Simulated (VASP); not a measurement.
A convergence study with VASP on ZnS (zinc blende): one setting is varied, all else stays as given below, so the limit is that of these other settings. Each run relaxes cell and ions; the cell shown is the tightest run's result. The basis is that of the starting cell, so low cut-offs carry a Pulay error.

```yaml
crystal:
  lattice:
    - [0.00000, 2.72389, 2.72389]
    - [2.72389, 0.00000, 2.72389]
    - [2.72389, 2.72389, 0.00000]
  atoms:
    - { symbol: Zn, position: [0.00000, 0.00000, 0.00000] }
    - { symbol: S, position: [0.25000, 0.25000, 0.25000] }
```

Level of theory: PBE GGA, VASP's PBE PAW potentials (set 64) (plane waves; VASP). The tightest run used: 700 eV cut-off, 7×7×7 Γ-centred mesh, Gaussian smearing of 0.050 eV, potentials Zn S.

The reference is ENCUT = 700, which took about 30 core-seconds. Times come from single runs on busy shared machines, so they are rough: good to a factor of about 2.

Task: Of the settings ENCUT = 200; ENCUT = 250; ENCUT = 300; ENCUT = 350; ENCUT = 400; ENCUT = 450; ENCUT = 500; ENCUT = 550; ENCUT = 600; ENCUT = 650; ENCUT = 700, which is the lowest that keeps the difference from the reference in relaxed volume (Å³/atom) within 0.1 from there on, and what does it cost?

Result: ENCUT = 300; its cost over the reference is about 1/3.
| setting | difference in relaxed volume (Å³/atom) | cost over the reference |
|---|---|---|
| ENCUT = 200 | 3.294 | about 1/2 |
| ENCUT = 250 | 0.951 | about 1/4 |
| ENCUT = 300 | 0.082 | about 1/3 |
| ENCUT = 350 | 0.059 | about 1/3 |
| ENCUT = 400 | 0.074 | about 1/2 |
| ENCUT = 450 | 0.036 | within a factor of 2 |
| ENCUT = 500 | 0.009 | about 1/2 |
| ENCUT = 550 | 0.005 | within a factor of 2 |
| ENCUT = 600 | 0.005 | within a factor of 2 |
| ENCUT = 650 | 0.003 | within a factor of 2 |
| ENCUT = 700 | 0.000 | reference |

Left out are rungs that failed or repeat a setting and relaxations that didn't move; long series are thinned to 24 rows.

The compound is ZnS in the zinc blende structure.
